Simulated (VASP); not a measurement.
Consider the following.

```yaml
crystal:
  lattice:
    - [2.00912, -3.47990, 0.00000]
    - [2.00912, 3.47990, 0.00000]
    - [0.00000, 0.00000, 5.24326]
  atoms:
    - { symbol: Ni, position: [0.00000, 0.00000, 0.50000] }
    - { symbol: Ni, position: [0.00000, 0.00000, 0.00000] }
    - { symbol: Sb, position: [0.33333, 0.66667, 0.25000] }
    - { symbol: Sb, position: [0.66667, 0.33333, 0.75000] }
```

Method: optB88-vdW, VASP's PBE PAW potentials (set 64) (plane waves; VASP 6.6.1). Numerical set-up: 520 eV cut-off, 9×9×6 Γ-centred mesh, first-order Methfessel-Paxton smearing of 0.10 eV, potentials Ni Sb.

Q: Give the stress tensor in GPa (positive for a compressed cell).

A: 
```
-3.16   0.00   0.00
 0.00  -3.16   0.00
 0.00   0.00  -3.26
```
The pressure is its mean diagonal, -3.19 GPa.

The compound is NiSb in the NiAs type structure. This cell is one point of a volume scan, at 1.03 of the reference volume. The run is not spin-polarised, so no magnetic state was tried.
